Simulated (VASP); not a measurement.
Given:

```
CELL_PARAMETERS angstrom
      2.91720     0.00000     0.00000
      0.00000     2.91720     0.00000
      0.00000     0.00000     2.91720
ATOMIC_POSITIONS crystal
  Al 0.50000 0.50000 0.50000
  Co 0.00000 0.00000 0.00000
```

These are PBE GGA, VASP's PBE PAW potentials (set 64) (plane waves; VASP 6.6.1) values and carry that method's errors. Run with 400 eV cut-off, 11×11×11 Γ-centred mesh, first-order Methfessel-Paxton smearing of 0.10 eV, potentials Al Co.

Question: Predict the energy per atom (σ→0), pressure, band gap (on the k-mesh) with the smallest direct gap where there is one.

Answer: 
| Property | Result |
|---|---|
| band gap (on the k-mesh) | none (metal, semimetal or under 0.01 eV) |
| energy per atom (σ→0) | -5.964 eV/atom |
| pressure | -108.2 kbar |

The compound is CoAl in the CsCl type structure. The cell was not relaxed at this level. The run is not spin-polarised, so no magnetic state was tried.
